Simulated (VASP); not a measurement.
Level of theory: PBEsol GGA, VASP's PBE PAW potentials (set 64) (plane waves; VASP).

Input for VASP

### INCAR
```
# general
SYSTEM  = ZrS2
PREC    = Accurate
ENCUT   = 400
LREAL   = F
LASPH   = T

# electronic loop
EDIFF   = 1E-6
NELM    = 100
ALGO    = Normal
LMAXMIX = 4

# smearing
ISMEAR  = 0
SIGMA   = 0.05

# functional
GGA     = PS

# ions
IBRION  = 2
NSW     = 60
ISIF    = 3
EDIFFG  = -0.01

# output
LWAVE   = F
LCHARG  = F
```

POSCAR:
```
ZrS2
1.0
  1.8300000000  -3.1696530000   0.0000000000
  1.8300000000   3.1696530000   0.0000000000
  0.0000000000   0.0000000000   5.8200000000
Zr S
1 2
Cartesian
  0.0000000000   0.0000000000   0.0000000000
  1.8300000000   1.0565531131   1.4550000000
  1.8300000000  -1.0565531131   4.3650000000
```

**KPOINTS**
```
Automatic
0
Gamma
  8 8 4
```

POTCAR, in this order: Zr_sv S (PBE.64 set). Program: vasp_std.

What will the output report for the number of irreducible k-points (NKPTS), number of bands (NBANDS), largest plane-wave count, number of space-group operations, FFT grid (NGX, NGY, NGZ)?

- number of irreducible k-points (NKPTS): 35
- number of bands (NBANDS): 16
- largest plane-wave count: 1240
- number of space-group operations: 12
- FFT grid (NGX, NGY, NGZ): 24 × 24 × 40

The compound is ZrS2 in the 1T layered structure. This run relaxes it. Symmetry was kept, so distortions that lower it aren't found.
